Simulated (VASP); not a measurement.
Output of a VASP run:

File OSZICAR:
```
       N       E                     dE             d eps       ncg     rms          rms(c)
DAV:   1     0.279894453504E+01    0.27989E+01   -0.30701E+03   384   0.751E+02
DAV:   2    -0.180571160350E+02   -0.20856E+02   -0.19943E+02   496   0.791E+01
DAV:   3    -0.188450398549E+02   -0.78792E+00   -0.78792E+00   520   0.224E+01
DAV:   4    -0.188465672841E+02   -0.15274E-02   -0.15274E-02   544   0.102E+00
DAV:   5    -0.188465718504E+02   -0.45664E-05   -0.45664E-05   504   0.462E-02    0.597E+00
DAV:   6    -0.179965109536E+02    0.85006E+00   -0.70940E-01   416   0.479E+00    0.304E+00
DAV:   7    -0.177016079722E+02    0.29490E+00   -0.87399E-01   400   0.570E+00    0.464E-01
DAV:   8    -0.177061596067E+02   -0.45516E-02   -0.12121E-02   448   0.874E-01    0.702E-02
DAV:   9    -0.177060390932E+02    0.12051E-03   -0.46068E-04   560   0.146E-01    0.154E-02
DAV:  10    -0.177060458702E+02   -0.67770E-05   -0.12095E-05   488   0.303E-02    0.708E-03
DAV:  11    -0.177060454537E+02    0.41653E-06   -0.32308E-06   504   0.898E-03    0.166E-03
DAV:  12    -0.177060453531E+02    0.10060E-06   -0.11419E-07   304   0.240E-03    0.124E-04
DAV:  13    -0.177060453501E+02    0.29762E-08   -0.74300E-09   192   0.731E-04
   1 F= -.17706045E+02 E0= -.17706045E+02  d E =-.177060E+02
       N       E                     dE             d eps       ncg     rms          rms(c)
DAV:   1    -0.177063613346E+02   -0.31598E-03   -0.35272E-03   464   0.461E-01    0.235E-02
DAV:   2    -0.177063541967E+02    0.71379E-05   -0.26600E-05   440   0.443E-02    0.139E-02
DAV:   3    -0.177063500566E+02    0.41401E-05   -0.12087E-05   440   0.188E-02    0.131E-03
DAV:   4    -0.177063500730E+02   -0.16420E-07   -0.20803E-07   440   0.384E-03
   2 F= -.17706350E+02 E0= -.17706350E+02  d E =-.304723E-03
       N       E                     dE             d eps       ncg     rms          rms(c)
DAV:   1    -0.177067807670E+02   -0.43071E-03   -0.25648E-02   472   0.124E+00    0.632E-02
DAV:   2    -0.177067275133E+02    0.53254E-04   -0.19145E-04   424   0.118E-01    0.376E-02
DAV:   3    -0.177066964721E+02    0.31041E-04   -0.89121E-05   456   0.511E-02    0.357E-03
DAV:   4    -0.177066966588E+02   -0.18674E-06   -0.15092E-06   432   0.104E-02    0.180E-03
DAV:   5    -0.177066966979E+02   -0.39104E-07   -0.82256E-08   336   0.210E-03
   3 F= -.17706697E+02 E0= -.17706697E+02  d E =-.651348E-03
```

OUTCAR:
```
------------------------ aborting loop because EDIFF is reached ----------------------------------------
  FORCE on cell =-STRESS in cart. coord.  units (eV):
  Direction    XX          YY          ZZ          XY          YZ          ZX
  --------------------------------------------------------------------------------------
  Total       -1.1298154     -1.1298154     -1.1384769      0.0000000      0.0000000      0.0000000
  in kB      -28.3343870    -28.3343870    -28.5516074      0.0000000      0.0000000      0.0000000
  external PRESSURE =     -28.4067938 kB  Pullay stress =       0.0000000 kB
  volume of cell :       63.89
      direct lattice vectors                 reciprocal lattice vectors
     4.583550531  0.000000000  0.000000000     0.218171479  0.000000000  0.000000000
     0.000000000  4.583550531  0.000000000    -0.000000000  0.218171479  0.000000000
     0.000000000  0.000000000  3.040886504     0.000000000  0.000000000  0.328851471
 POSITION                                       TOTAL-FORCE (eV/Angst)
 -----------------------------------------------------------------------------------
      0.00000      0.00000      0.00000         0.000000      0.000000     -0.000000
      2.29178      2.29178      1.52044         0.000000      0.000000     -0.000000
      1.39718      1.39718      0.00000        -0.002184     -0.002184      0.000000
      3.68896      0.89459      1.52044        -0.002184      0.002184     -0.000000
      0.89459      3.68896      1.52044         0.002184     -0.002184      0.000000
      3.18637      3.18637      0.00000         0.002184      0.002184     -0.000000
 -----------------------------------------------------------------------------------
    total drift:                                0.000000     -0.000000     -0.000000
  FREE ENERGIE OF THE ION-ELECTRON SYSTEM (eV)
  ---------------------------------------------------
  free  energy   TOTEN  =       -17.7066966979 eV

  energy  without entropy=      -17.7066966979  energy(sigma->0) =      -17.70669670

 reached required accuracy - stopping structural energy minimisation
```
(Selected blocks of OUTCAR.)

### POSCAR
```
MgH2
1
    4.5731322450     0.0000000000     0.0000000000
    0.0000000000     4.5731322450     0.0000000000
    0.0000000000     0.0000000000     3.0547574836
Mg H
2 4
Direct
  0.0000000000   0.0000000000   0.0000000000
  0.5000000000   0.5000000000   0.5000000000
  0.3043043859   0.3043043859   0.0000000000
  0.8043043859   0.1956956141   0.5000000000
  0.1956956141   0.8043043859   0.5000000000
  0.6956956141   0.6956956141   0.0000000000
```

Problem. Reconstruct the remaining input files.

Solution. This is not unique; one that fits is the input of the run itself, PBEsol GGA, plane waves, VASP's PBE PAW potentials (set 64).

KPOINTS:
```
kpoints
0
G
5 5 7
```

**INCAR**
```
ALGO = Normal
EDIFF = 1E-7
EDIFFG = -0.01
ENCUT = 520
GGA = PS
IBRION = 2
ISIF = 4
ISMEAR = 0
LASPH = .True.
LCHARG = .False.
LREAL = .False.
LWAVE = .False.
NELM = 100
NSW = 30
PREC = Accurate
SIGMA = 0.05
SYSTEM = MgH2
```

POTCAR, in this order: Mg H (PBE.64 set). Program: vasp_std.

The compound is MgH2 in the rutile structure. This cell is one point of a volume scan, at 1.06 of the reference volume. Symmetry was kept, so distortions that lower it aren't found.
